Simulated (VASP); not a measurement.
# Mg2TiN2 in VASP: further runs, part 2 of 2

VASP 6.6.1.

### Step 4. Relaxation of cell and atoms, PBE

This run uses another cell than the first one, of 13.10 Å³/atom, 0.931 times its volume.

Contents of INCAR:

```
SYSTEM = Mg2TiN2
PREC = Normal ; ENCUT = 520
EDIFF = 1E-4 ; ISMEAR = 0
SIGMA = 0.15 ; LREAL = .FALSE.
LASPH = .TRUE. ; NELM = 60
ALGO = Fast ; ISIF = 3
LWAVE = .FALSE. ; LCHARG = .FALSE.
GGA = PE ; IBRION = 2
NSW = 24 ; EDIFFG = -0.08
```

Contents of KPOINTS:

```
Automatic mesh
0
G
  5 5 3
  0 0 0
```

Contents of POSCAR:

```
Mg2TiN2
1.0
    3.5500000000      0.0000000000      0.0000000000
   -1.7750000000      3.0743901800      0.0000000000
    0.0000000000      0.0000000000      6.0000000000
Mg Ti N
2 1 2
Direct
    0.6666666700      0.3333333300      0.3800000000
    0.3333333300      0.6666666700      0.6200000000
    0.0000000000      0.0000000000      0.0000000000
    0.3333333300      0.6666666700      0.2400000000
    0.6666666700      0.3333333300      0.7600000000
```

Launch:

```console
cat potpaw_PBE.64/Mg/POTCAR potpaw_PBE.64/Ti_sv/POTCAR potpaw_PBE.64/N/POTCAR > POTCAR
mpirun -np 1 vasp_std > vasp.out
```

Run time: 3.1 min. Hardware: 1 thread of Intel Xeon Platinum 8488C (Sapphire Rapids), shared host; peak memory 0.15 GiB.

The run converged. Its results:

```
Free energy                            : -32.5450 eV
Relaxed volume                         : 12.15 Å³/atom
Relaxed cell                           : a = 3.053 Å, b = 3.053 Å, c = 7.524 Å, α = 90.00°, β = 90.00°, γ = 120.00°
Space group after relaxing (to 0.05 Å) : P-3m1 (No. 164)
Energy gained by relaxing              : 710.6 meV/atom
Ionic steps                            : 23
Pressure after relaxing                : -0.2 GPa
Largest force after relaxing           : 0.033 eV/Å
Band gap on the k mesh                 : none (metal or under the smearing width)
```

Forces in eV/Å, atoms in the order of the input:
```
Mg   0.000  0.000  0.010
Mg   0.000  0.000 -0.010
Ti   0.000  0.000  0.000
N    0.000  0.000 -0.033
N    0.000  0.000  0.033
```

Stress tensor (GPa, compression positive):
```
-0.16  0.00  0.00
 0.00 -0.16  0.00
 0.00  0.00 -0.44
```

The path:
```csv
step,energy change (eV),largest force (eV/Å),pressure (GPa),volume (Å³)
1,0.0000,2.8212,-15.20,65.48
2,-1.0051,1.1079,5.87,54.40
3,-1.0064,1.1760,5.51,54.66
4,-1.1368,0.2491,2.00,56.31
5,-1.1411,0.3004,0.70,56.81
6,-1.1414,0.2956,1.36,56.69
7,-1.1569,0.2289,-0.72,57.52
8,-1.1620,0.2167,-2.20,58.19
9,-1.1730,0.2513,-2.03,58.22
10,-1.2139,0.4066,-1.87,58.28
11,-1.3340,0.8160,-1.05,58.36
12,-1.8030,1.8128,0.12,58.34
13,-3.0993,1.6405,1.63,57.61
14,0.8988,4.8780,42.61,53.72
15,-3.2956,1.3802,4.14,57.26
16,-3.2972,1.3608,3.82,57.32
17,-3.4800,0.6209,-0.36,60.01
18,-3.4576,0.3889,-4.96,62.75
19,-3.4941,0.3302,-3.30,61.18
20,-3.5343,0.3866,2.82,59.84
21,-3.5401,0.2025,1.38,60.19
22,-3.5504,0.0758,-0.48,60.98
23,-3.5529,0.0332,-0.25,60.74
```

Final structure:
```xyz
5
Lattice="3.0531 0.0000 0.0000 -1.5266 2.6441 0.0000 0.0000 0.0000 7.5240" Properties=species:S:1:pos:R:3 pbc="T T T"
Mg    1.5266    0.8814    2.3923
Mg    0.0000    1.7627    5.1317
Ti    0.0000    0.0000    0.0000
N     0.0000    1.7627    1.2039
N     1.5266    0.8814    6.3202
```

Levels at points of the mesh, in eV from the Fermi level:
| k point | band 9 | band 10 | band 11 | band 12 | band 13 | band 14 | band 15 | band 16 | band 17 |
| --- | --- | --- | --- | --- | --- | --- | --- | --- | --- |
| (0.00, 0.00, 0.00) | -3.93 | -3.81 | -3.68 | -1.51 | -1.51 | 0.52 | 0.52 | 1.37 | 3.61 |

Caveat: the k mesh is coarse (spacing up to 0.41 Å⁻¹), so the values aren't converged; the relaxation stopped at a loose force limit of 0.08 eV/Å, so its end isn't a converged minimum.

### Step 5. Relaxation of cell and atoms, PBE

This run uses another cell than the first one, of 15.17 Å³/atom, 1.078 times its volume.

INCAR is that of step 4.

Contents of KPOINTS:

```
Automatic mesh
0
G
  3 3 5
  0 0 0
```

Contents of POSCAR:

```
Mg2TiN2
1.0
    3.3758161500     -3.8513080900      0.0000000000
    3.3758161500      3.8513080900      0.0000000000
    0.0000000000      0.0000000000      2.9161936700
Mg Ti N
2 1 2
Direct
    0.3505625800      0.6494374200      0.0000000000
    0.6494374200      0.3505625800      0.0000000000
    0.0000000000      0.0000000000      0.0000000000
    0.0000000000      0.5000000000      0.0000000000
    0.5000000000      0.0000000000      0.0000000000
```

Launch:

```console
cat potpaw_PBE.64/Mg/POTCAR potpaw_PBE.64/Ti_sv/POTCAR potpaw_PBE.64/N/POTCAR > POTCAR
mpirun -np 1 vasp_std > vasp.out
```

Run time: 63 s. Hardware: 1 thread of Intel Xeon Platinum 8488C (Sapphire Rapids), shared host; peak memory 0.15 GiB.

Results (log left out):

```yaml
Free_energy: -23.3849 eV
Relaxed_volume: 16.65 Å³/atom
Relaxed_cell: a = 5.326 Å, b = 5.326 Å, c = 2.994 Å, α = 90.00°, β = 90.00°, γ = 101.35°
Space_group_after_relaxing_to_0.05_Å: Cmmm (No. 65)
Energy_gained_by_relaxing: 46.0 meV/atom
Ionic_steps: 7
Pressure_after_relaxing: 0.0 GPa
Largest_force_after_relaxing: 0.029 eV/Å
Band_gap_on_the_k_mesh: none (metal or under the smearing width)
```

Forces on the atoms (eV/Å):
```
Mg   0.000 -0.029  0.000
Mg   0.000  0.029  0.000
Ti   0.000  0.000  0.000
N    0.000  0.000  0.000
N    0.000  0.000  0.000
```

Stress tensor (GPa, compression positive):
```
-0.22  0.00  0.00
 0.00 -0.20  0.00
 0.00  0.00  0.34
```

Step by step:
```
step  energy change (eV)  largest force (eV/Å)  pressure (GPa)  volume (Å³)
   1              0.0000                0.4122            6.27        75.83
   2             -0.2200                0.0174            0.09        82.47
   3             -0.2226                0.0489           -0.47        83.36
   4             -0.2271                0.2164            0.48        82.97
   5             -0.2277                0.1787            0.29        83.06
   6             -0.2277                0.1680            0.23        83.09
   7             -0.2300                0.0285           -0.03        83.27
```

Final structure:
```
Mg Ti N
1.0
     3.37516   -4.12011    0.00000
     3.37516    4.12011    0.00000
     0.00000    0.00000    2.99406
Mg Ti N
2 1 2
Direct
  0.34882 0.65118 0.00000
  0.65118 0.34882 0.00000
  0.00000 0.00000 0.00000
  0.00000 0.50000 0.00000
  0.50000 0.00000 0.00000
```

Levels at points of the mesh, in eV from the Fermi level:
```tsv
k point	band 10	band 11	band 12	band 13	band 14	band 15	band 16	band 17
(0.00, 0.00, 0.00)	-2.37	-1.93	-1.35	-0.10	0.15	0.36	0.69	1.61
```

Caveat: the k mesh is coarse (spacing up to 0.43 Å⁻¹), so the values aren't converged; the relaxation stopped at a loose force limit of 0.08 eV/Å, so its end isn't a converged minimum.

### Step 6. Summary

```csv
k mesh,gap on the mesh (eV),pressure (GPa),relaxed volume (Å³/atom),largest force (eV/Å)
5 × 5 × 2,none,-0.3,12.31,0.08
5 × 5 × 3,none,-0.2,12.15,0.03
3 × 3 × 5,none,0.0,16.65,0.03
```

Alike in all rows: task relaxation of cell and atoms; level PBE; potentials or basis VASP PAW PBE potentials, release 64 (Mg, Ti_sv, N); no spin polarisation; cell relaxed; cutoff (eV) 520; smearing gaussian 0.15 eV; the mesh is coarse, so values aren't converged.

Caveats: all runs use coarse meshes; the relaxation stopped at a loose force limit of 0.08 eV/Å, so its end isn't a converged minimum; the volume moved by over 15 % at a fixed basis, so the end points are rough (some runs).

Absolute energies hang on the potentials; compare differences alone.
